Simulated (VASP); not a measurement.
An input for Ansatz (written as the equivalent of a VASP run, and not itself run):

Ansatz 0.2 input:
```yaml
crystal:
  lattice:
    - [1.2339477, -2.1372597, 0.0000000]
    - [1.2339477, 2.1372597, 0.0000000]
    - [0.0000000, 0.0000000, 7.9189250]
  atoms:
    - { symbol: C, position: [0.0000000, 0.0000000, 0.2500000] }
    - { symbol: C, position: [0.0000000, 0.0000000, 0.7500000] }
    - { symbol: C, position: [0.3333330, 0.6666670, 0.2500000] }
    - { symbol: C, position: [0.6666670, 0.3333330, 0.7500000] }
kpoints:
  mp_grid: { grid: [13, 13, 4] }
hamiltonian:
  xc: pbe
  pseudopotentials: { kind: paw }
scf:
  occupations: { method: methfessel_paxton, width: 0.1 }
  max_iter: 100
relax:
  max_steps: 60
  f_tol: 0.02
  cell: {}
output: { forces: true, stress: true, eigenvalues: true }
```

Task: Translate this input to VASP (INCAR, KPOINTS, POSCAR, choice of POTCAR).

Result: This is not unique; one that fits is 
### POSCAR
```
C
1
    1.2339477470    -2.1372596941     0.0000000000
    1.2339477470     2.1372596941     0.0000000000
    0.0000000000     0.0000000000     7.9189249878
C
4
Direct
  0.0000000000   0.0000000000   0.2500000000
  0.0000000000   0.0000000000   0.7500000000
  0.3333330000   0.6666670000   0.2500000000
  0.6666670000   0.3333330000   0.7500000000
```

**INCAR**
```
! general
SYSTEM = C
PREC   = Accurate
ENCUT  = 520
LREAL  = .FALSE.   ! projection in real space or not
LASPH  = .TRUE.   ! aspherical one-centre terms

! electronic loop
EDIFF  = 1E-6   ! SCF stop (eV)
NELM   = 100   ! most electronic steps
ALGO   = Normal   ! blocked Davidson

! smearing
ISMEAR = 1
SIGMA  = 0.1   ! width (eV)

! functional
GGA    = PE   ! PBE

! ions
IBRION = 2
NSW    = 60   ! most ionic steps
ISIF   = 3   ! ions, shape and volume
EDIFFG = -0.02   ! ionic stop

! output
LWAVE  = .FALSE.
LCHARG = .FALSE.
```

File KPOINTS:
```
Automatic mesh
0
Gamma
13 13 4
0 0 0
```

POTCAR, in this order: C (PBE.64 set). Program: vasp_std.

What does not carry over: each code has its own PAW files, so the cut-off isn't converted (ENCUT is set for VASP's; basis.ecutwfc is left out, and Ansatz then takes the one that its files recommend); Ansatz stops its SCF on the density residual and VASP on the energy change (EDIFF).

The compound is C in the graphite structure. This run relaxes it. Symmetry was kept, so distortions that lower it aren't found. The start is the result of an earlier pass.
